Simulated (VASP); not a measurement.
Consider the following.

```
CdO
1.0
    0.00000     2.37686     2.37686
    2.37686     0.00000     2.37686
    2.37686     2.37686     0.00000
Cd O
1 1
Direct
  0.00000   0.00000   0.00000
  0.50000   0.50000   0.50000
```

The numbers are results of PBEsol GGA, VASP's PBE PAW potentials (set 64) (plane waves; VASP), not measurements. Settings: 520 eV cut-off, 13×13×13 Γ-centred mesh, first-order Methfessel-Paxton smearing of 0.10 eV, potentials Cd O.

The job: CdO (rock salt), 2 atoms, PBEsol, static run, 520 eV, 13×13×13 Γ-centred mesh. Roughly how much core time does it take on a busy server core?

About 20 core-seconds (one run on a shared machine, a rough figure). It had 84 irreducible k-points, 13 bands, up to 739 plane waves and 13 electronic steps.

The compound is CdO in the rock salt structure. This cell is one point of a volume scan, at 1.03 of the reference volume.
